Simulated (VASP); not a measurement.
Computed with PBE GGA, VASP's PBE PAW potentials (set 64) (plane waves; VASP 6.6.1).

Input for VASP

### POSCAR
```
GdP
1
    4.5821370000     0.0000000000     0.0000000000
    0.0000000000     4.5821370000     0.0000000000
    0.0000000000     0.0000000000     5.7738750000
Gd P
2 2
Direct
  0.5000000000   0.0000000000   0.2368000000
  0.0000000000   0.5000000000   0.7632000000
  0.0000000000   0.0000000000   0.0000000000
  0.5000000000   0.5000000000   0.0000000000
```

### INCAR
```
SYSTEM = GdP
PREC = Accurate
ENCUT = 400
EDIFF = 1E-6
NELM = 100
ALGO = Normal
LREAL = .FALSE.
LASPH = .TRUE.
ISMEAR = 0
SIGMA = 0.05
GGA = PE
LMAXMIX = 6
LWAVE = .FALSE.
LCHARG = .FALSE.
ISIF = 2
```

KPOINTS:
```
K-points
0
Gamma
5 5 4
0 0 0
```

POTCAR, in this order: Gd_3 P (PBE.64 set). Program: vasp_std.

The 4f electrons are frozen in the core of the lanthanide potential, so 4f levels, which can set the real gap, and their magnetism are missing.

Task: Estimate the energy per atom (σ→0), pressure, largest force, band gap (on the k-mesh).

Result: 
- energy per atom (σ→0) = -5.421 eV/atom
- band gap (on the k-mesh) = none (metal, semimetal or under 0.01 eV)
- pressure = 4.01 GPa
- largest force = 0.199 eV/Å

OSZICAR:
```
...
DAV:   8    -0.217932908853E+02   -0.55258E-01   -0.16796E+00   770   0.472E+00    0.200E+00
DAV:   9    -0.216971168390E+02    0.96174E-01   -0.97518E-01   744   0.326E+00    0.988E-01
DAV:  10    -0.216927672931E+02    0.43495E-02   -0.24215E-02   726   0.822E-01    0.850E-01
DAV:  11    -0.216903257497E+02    0.24415E-02   -0.19599E-02   756   0.471E-01    0.145E-01
DAV:  12    -0.216901904481E+02    0.13530E-03   -0.10222E-03   756   0.167E-01    0.683E-02
DAV:  13    -0.216901999108E+02   -0.94628E-05   -0.77709E-05   768   0.455E-02    0.347E-02
DAV:  14    -0.216901998733E+02    0.37555E-07   -0.49379E-06   682   0.130E-02
   1 F= -.21690200E+02 E0= -.21685515E+02  d E =-.936931E-02
```

The structure was generated: GdP was put into the litharge type (P4/nmm), which need not be its known phase. The cell was not relaxed at this level.
